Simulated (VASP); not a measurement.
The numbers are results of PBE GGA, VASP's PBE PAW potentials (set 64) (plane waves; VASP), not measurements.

VASP input:

**POSCAR**
```
MoS2
1.0
  3.1838042769   0.0000000000   0.0000000000
 -1.5919021385   2.7572551029   0.0000000000
  0.0000000000   0.0000000000  13.8336049379
Mo S
2 4
Cartesian
  1.5919037303   0.9190841152  10.3752037034
 -0.0000015919   1.8381709877   3.4584012345
  1.5919037303   0.9190841152   5.2429362715
 -0.0000015919   1.8381709877  12.1597387404
 -0.0000015919   1.8381709877   8.5906686664
  1.5919037303   0.9190841152   1.6738661975
```

**INCAR**
```
# general
SYSTEM   =  MoS2
PREC     =  Normal
ENCUT    =  400
LREAL    =  F   # projection in real space or not
LASPH    =  T

# electronic loop
EDIFF    =  1E-5   # SCF stop (eV)
NELM     =  100
NELMIN   =  4
ALGO     =  Fast   # Davidson, then RMM-DIIS
LMAXMIX  =  4   # l cut-off of mixed one-centre charges

# smearing
ISMEAR   =  0   # Gaussian
SIGMA    =  0.05   # width (eV)

# functional
GGA      =  PE

# ions
IBRION   =  2   # conjugate gradients
NSW      =  20   # most ionic steps
ISIF     =  2   # forces and stress, cell fixed
EDIFFG   =  -0.03   # ionic stop

# output
LWAVE    =  F
LCHARG   =  F
```

KPOINTS:
```
Automatic mesh
0
Gamma
11 11 3
0 0 0
```

POTCAR, in this order: Mo_sv S (PBE.64 set). Program: vasp_std.

Q: What will the output report for the number of irreducible k-points (NKPTS), largest plane-wave count, number of space-group operations, FFT grid (NGX, NGY, NGZ)?

A: 
```
Property                                       Value
--------------------------------------  ------------
number of irreducible k-points (NKPTS)            32
largest plane-wave count                        2229
number of space-group operations                  24
FFT grid (NGX, NGY, NGZ)                16 × 16 × 70
```

The compound is MoS2 in the 2H layered structure. This run relaxes the ions in a fixed cell. Symmetry was kept, so distortions that lower it aren't found.
